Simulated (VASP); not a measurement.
# SnO2 (Cassiterite): what each functional gives for the gap, part 3 of 3

Aim: the gap of SnO2 (Cassiterite) on one structure at many levels of theory. The starting structure is a measured crystal structure from the Crystallography Open Database. The atoms were first relaxed with LDA in that cell, in a run that isn't shown, and the relaxed structure is the one below. Meshes and data sets differ where the inputs say so.

VASP 6.6.1.

Results so far: LDA 1.145 eV; PBE 1.248 eV; r2SCAN 1.962 eV; TB-mBJ 3.147 eV; LDA + spin-orbit coupling 1.148 eV; r2SCAN + spin-orbit coupling 1.964 eV.

### Step 8. Bands with TB-mBJ + spin-orbit coupling

Level of this step: TB-mBJ, spin-orbit coupling; plane waves and PAW (Sn_d, O) (VASP).

The input, INCAR:

```
SYSTEM = SnO2
PREC = Accurate
ENCUT = 460
EDIFF = 1E-06
NELM = 150
ISMEAR = 0
SIGMA = 0.03
LREAL = .FALSE.
ALGO = Normal
METAGGA = MBJ
LASPH = .TRUE.
LNONCOLLINEAR = .TRUE.
MAGMOM = 0 0 0 0 0 0 0 0 0 0 0 0 0 0 0 0 0 0
NBANDS = 64
GGA_COMPAT = .FALSE.
LSORBIT = .TRUE.
LORBIT = 11
LWAVE = .FALSE.
LCHARG = .FALSE.
KPAR = 8
```

The input, POSCAR:

```
SnO2
1.0
    4.7380000000      0.0000000000      0.0000000000
    0.0000000000      4.7380000000      0.0000000000
    0.0000000000      0.0000000000      3.1865000000
Sn O
2 4
Direct
    0.5000000000      0.5000000000      0.5000000000
    0.0000000000      0.0000000000      0.0000000000
    0.8059385347      0.1940614653      0.5000000000
    0.6940614653      0.6940614653      0.0000000000
    0.1940614653      0.8059385347      0.5000000000
    0.3059385347      0.3059385347      0.0000000000
```

The input, KPOINTS:

```
Automatic mesh
0
Gamma
6 6 6
0 0 0
```

The input, KPOINTS_OPT:

```
Line mode
8
Line-mode
Reciprocal
  0.00000000   0.00000000   0.00000000 GAMMA
  0.00000000   0.50000000   0.00000000 X

  0.00000000   0.50000000   0.00000000 X
  0.50000000   0.50000000   0.00000000 M

  0.50000000   0.50000000   0.00000000 M
  0.00000000   0.00000000   0.00000000 GAMMA

  0.00000000   0.00000000   0.00000000 GAMMA
  0.00000000   0.00000000   0.50000000 Z

  0.00000000   0.00000000   0.50000000 Z
  0.00000000   0.50000000   0.50000000 R

  0.00000000   0.50000000   0.50000000 R
  0.50000000   0.50000000   0.50000000 A

  0.50000000   0.50000000   0.50000000 A
  0.00000000   0.00000000   0.50000000 Z

  0.00000000   0.50000000   0.00000000 X
  0.00000000   0.50000000   0.50000000 R

  0.50000000   0.50000000   0.00000000 M
  0.50000000   0.50000000   0.50000000 A
```

PAW data sets: Sn_d and O (PBE family, release 64).

Launch:

```console
mpirun -np 8 vasp_ncl
```

The program printed:

```text
[... set-up lines as in an earlier step ...]
 entering main loop
       N       E                     dE             d eps       ncg     rms          rms(c)
DAV:   1     0.140121533197E+04    0.14012E+04   -0.22058E+04  5800   0.233E+03
DAV:   2     0.762002160771E+03   -0.63921E+03   -0.60607E+03  5464   0.722E+02
DAV:   3     0.613604934360E+03   -0.14840E+03   -0.14542E+03  5568   0.269E+02
DAV:   4     0.601529689199E+03   -0.12075E+02   -0.11950E+02  6368   0.865E+01
[...]
DAV:  46     0.613640651201E+03   -0.24051E-05   -0.66534E-12  2728   0.344E-05    0.452E-06
DAV:  47     0.613640654392E+03    0.31905E-05   -0.37454E-12  2728   0.208E-05    0.393E-06
DAV:  48     0.613640655036E+03    0.64460E-06   -0.14229E-12  2712   0.168E-05
   1 F= 0.61364066E+03 E0= 0.61364066E+03  d E =-.634357E-14  mag=     0.0000    -0.0000     0.0000
 Start KPOINTS_OPT (optional k-point list driver)
k-point batch [1-40\72]
       N       E                     dE             ncg
DAV:   1     0.221625606930E+05   -0.11662E+05     6088
DAV:   2    -0.468631078976E+04   -0.26849E+05     5616
DAV:   3    -0.101310426026E+05   -0.54447E+04     5656
DAV:   4    -0.105180279583E+05   -0.38699E+03     6128
[...]
DAV:   9    -0.105343064627E+05   -0.35671E-04     6952
DAV:  10    -0.105343064646E+05   -0.18633E-05     4192
DAV:  11    -0.105343064651E+05   -0.46740E-06     3960
k-point batch [41-72\72]
       N       E                     dE             ncg
DAV:   1     0.310515758063E+05   -0.34181E+05     4848
DAV:   2     0.988699210747E+04   -0.21165E+05     4456
DAV:   3     0.556317369344E+04   -0.43238E+04     4344
DAV:   4     0.525120532264E+04   -0.31197E+03     5072
[...]
DAV:   9     0.523798993479E+04   -0.26606E-04     5392
DAV:  10     0.523798993340E+04   -0.13973E-05     3424
DAV:  11     0.523798993304E+04   -0.35947E-06     3152
```

Elapsed: 12 min, on 8 MPI ranks of AMD EPYC 7R43, shared host; peak memory 4.7 GiB.

From OUTCAR (step 8):

```text
  Total     -257.5757504   -257.5757504   -263.3110526      0.0000000      0.0000000      0.0000000
  in kB    -5769.1458775  -5769.1458775  -5897.6043792      0.0000000      0.0000000      0.0000000
  external PRESSURE =   -5811.9653781 kB  Pullay stress =       0.0000000 kB

 POSITION                                       TOTAL-FORCE (eV/Angst)
 -----------------------------------------------------------------------------------
      2.36900      2.36900      1.59325        -0.000000     -0.000000      0.000000
      0.00000      0.00000      0.00000        -0.000000     -0.000000      0.000000
      3.81854      0.91946      1.59325        -0.179294      0.179294      0.000000
      3.28846      3.28846      0.00000         0.179294      0.179294      0.000000
      0.91946      3.81854      1.59325         0.179294     -0.179294     -0.000000
      1.44954      1.44954      0.00000        -0.179294     -0.179294      0.000000
 -----------------------------------------------------------------------------------
    total drift:                                0.000000      0.000000      0.000000

  FREE ENERGIE OF THE ION-ELECTRON SYSTEM (eV)
  ---------------------------------------------------
  free  energy   TOTEN  =       613.6406550362 eV

  energy  without entropy=      613.6406550362  energy(sigma->0) =      613.64065504

 magnetization (z)
# of ion       s       p       d       tot
------------------------------------------
    1       -0.000  -0.000  -0.000  -0.000
    2       -0.000  -0.000  -0.000  -0.000
    3        0.000   0.000   0.000   0.000
    4        0.000   0.000   0.000   0.000
    5        0.000   0.000   0.000   0.000
    6        0.000   0.000   0.000   0.000
--------------------------------------------------
tot         -0.000  -0.000  -0.000  -0.000

[... 4 parts as in an earlier step ...]

[... 1 further part left out ...]
[key lines of the parts left out:]
E-fermi :   6.6894
```

TB-mBJ + spin-orbit coupling gives a direct gap of 3.148 eV. The least gap is +0.001 eV from that of TB-mBJ.

### Step 9. Bands with HSE06

HSE06 mixes in a quarter of exact exchange at short range, at far higher cost; in semiconductors this cures much of the gap error, while metals seldom gain. This run uses a 3×3×5 mesh. Its starting orbitals come from a semilocal run on the same mesh, not shown.

The input, INCAR:

```
SYSTEM = SnO2
PREC = Accurate
ENCUT = 467
EDIFF = 1E-06
NELM = 100
ISMEAR = 0
SIGMA = 0.03
LREAL = .FALSE.
ALGO = Normal
LHFCALC = .TRUE.
AEXX = 0.25
GGA = PE
HFSCREEN = 0.2
LASPH = .TRUE.
NBANDS = 32
PRECFOCK = Fast
LORBIT = 11
LWAVE = .FALSE.
LCHARG = .FALSE.
KPAR = 4
```

POSCAR is that of step 8.

The input, KPOINTS:

```
Automatic mesh
0
Gamma
3 3 5
0 0 0
```

KPOINTS_OPT is that of step 8.

Launch:

```console
mpirun -np 8 vasp_std
```

The program printed:

```text
[banner, memory and clock lines left out]
running    8 mpi-ranks, on    1 nodes
[...]
[... a notice as in an earlier step ...]

 LDA part: xc-table for (Slater+PW92), standard interpolation
 found WAVECAR, reading the header
 POSCAR, INCAR and KPOINTS ok, starting setup
[...]
reading WAVECAR
 the WAVECAR file was read successfully
 initial charge from wavefunction
 entering main loop
       N       E                     dE             d eps       ncg     rms          rms(c)
DAV:   1    -0.475205949935E+02   -0.47521E+02   -0.29838E+00   744   0.191E+01    0.210E+00
DAV:   2    -0.475132146971E+02    0.73803E-02   -0.23383E-01   736   0.387E+00    0.161E+00
DAV:   3    -0.474941277180E+02    0.19087E-01   -0.69676E-02   808   0.208E+00    0.111E+00
DAV:   4    -0.474944344628E+02   -0.30674E-03   -0.10533E-02   760   0.980E-01    0.651E-01
[...]
DAV:   8    -0.474932372362E+02    0.18302E-04   -0.14449E-05   760   0.414E-02    0.811E-02
DAV:   9    -0.474932342756E+02    0.29606E-05   -0.64271E-06   760   0.233E-02    0.489E-02
DAV:  10    -0.474932343018E+02   -0.26206E-07   -0.12100E-06   480   0.116E-02
   1 F= -.47493234E+02 E0= -.47493234E+02  d E =-.752291E-12
 Start KPOINTS_OPT (optional k-point list driver)
k-point batch [1-9\72]
       N       E                     dE             ncg
DAV:   1     0.276350444489E+04   -0.13404E+04      648
DAV:   2    -0.253761125068E+04   -0.53011E+04      608
DAV:   3    -0.344337846288E+04   -0.90577E+03      664
DAV:   4    -0.349703466012E+04   -0.53656E+02      704
DAV:   5    -0.349864864405E+04   -0.16140E+01      792
DAV:   6    -0.349870112427E+04   -0.52480E-01      792
DAV:   7    -0.349870328229E+04   -0.21580E-02      856
DAV:   8    -0.349870332454E+04   -0.42248E-04      712
DAV:   9    -0.349870332493E+04   -0.38838E-06      464
[...]
k-point batch [64-72\72]
       N       E                     dE             ncg
DAV:   1     0.286996280973E+04   -0.11396E+05      672
DAV:   2    -0.253955161847E+04   -0.54095E+04      624
DAV:   3    -0.350913008262E+04   -0.96958E+03      656
DAV:   4    -0.356728293137E+04   -0.58153E+02      680
[...]
DAV:   8    -0.356926495921E+04   -0.50426E-04      776
DAV:   9    -0.356926496026E+04   -0.10485E-05      496
DAV:  10    -0.356926496036E+04   -0.97192E-07      480
```

Run time: 37 min. Hardware: 8 MPI ranks; peak memory 2.2 GiB.

From OUTCAR (step 9):

```text
 POSITION                                       TOTAL-FORCE (eV/Angst)
 -----------------------------------------------------------------------------------
      2.36900      2.36900      1.59325         0.000000      0.000000      0.000000
      0.00000      0.00000      0.00000         0.000000      0.000000      0.000000
      3.81854      0.91946      1.59325        -0.009205      0.009205      0.000000
      3.28846      3.28846      0.00000         0.009205      0.009205     -0.000000
      0.91946      3.81854      1.59325         0.009205     -0.009205      0.000000
      1.44954      1.44954      0.00000        -0.009205     -0.009205      0.000000
 -----------------------------------------------------------------------------------
    total drift:                               -0.000002     -0.000004      0.000001

  FREE ENERGIE OF THE ION-ELECTRON SYSTEM (eV)
  ---------------------------------------------------
  free  energy   TOTEN  =       -47.4932343018 eV

  energy  without entropy=      -47.4932343018  energy(sigma->0) =      -47.49323430

[... 3 further parts left out ...]
[key lines of the parts left out:]
E-fermi :   4.9199
```

HSE06 gives a direct gap of 3.032 eV. The least gap is +1.886 eV from that of LDA, on another mesh, which alone can move a gap by some hundredths of an eV.

### Step 10. All runs side by side

| level | gap (eV) | least direct gap (eV) | mesh | core minutes |
| --- | --- | --- | --- | --- |
| LDA | 1.145 | 1.145 | 6×6×6 | 5.07 |
| PBE | 1.248 | 1.248 | 6×6×6 | 4.93 |
| r2SCAN | 1.962 | 1.962 | 6×6×6 | 21.6 |
| TB-mBJ | 3.147 | 3.147 | 6×6×6 | 18.5 |
| LDA + spin-orbit coupling | 1.148 | 1.148 | 6×6×6 | 20.9 |
| r2SCAN + spin-orbit coupling | 1.964 | 1.964 | 6×6×6 | 127.0 |
| TB-mBJ + spin-orbit coupling | 3.148 | 3.148 | 6×6×6 | 96.6 |
| HSE06 | 3.032 | 3.032 | 3×3×5 | 298.0 |

Core minutes are wall time times ranks of the run shown, on a shared host.

### Step 11. Results

```
gap, LDA                          : 1.145 eV
gap, PBE                          : 1.248 eV
gap, r2SCAN                       : 1.962 eV
gap, TB-mBJ                       : 3.147 eV
gap, LDA + spin-orbit coupling    : 1.148 eV
gap, r2SCAN + spin-orbit coupling : 1.964 eV
gap, TB-mBJ + spin-orbit coupling : 3.148 eV
gap, HSE06                        : 3.032 eV
```

What this shows: Without spin-orbit coupling the gap of SnO2 (Cassiterite) runs from 1.145 eV (LDA) to 3.147 eV (TB-mBJ). HSE06 gives +1.78 eV from PBE, on another mesh, which alone can move a gap by some hundredths of an eV. TB-mBJ lies +0.12 eV from HSE06, on another mesh, which alone can move a gap by some hundredths of an eV. Spin-orbit coupling changes the LDA gap by +0.003 eV. Spin-orbit coupling changes the r2SCAN gap by +0.002 eV. Spin-orbit coupling changes the TB-mBJ gap by +0.001 eV. These are gaps between Kohn-Sham or generalised Kohn-Sham levels of a static lattice, without excitons or temperature. Further runs on this material are not shown.

[Lines on the potential files, build, host, timing and source positions are cut from VASP's logs without a mark.]

[Logs are printed without paths, hosts, clocks, repeated set-up lines and the standing remarks that a program may print on its own settings, such as how far it seeks lower states.]

[Hosts, paths, dates, database ids (printed as entryN), source tags and the programs' standing remarks are cut or masked in the printed files.]
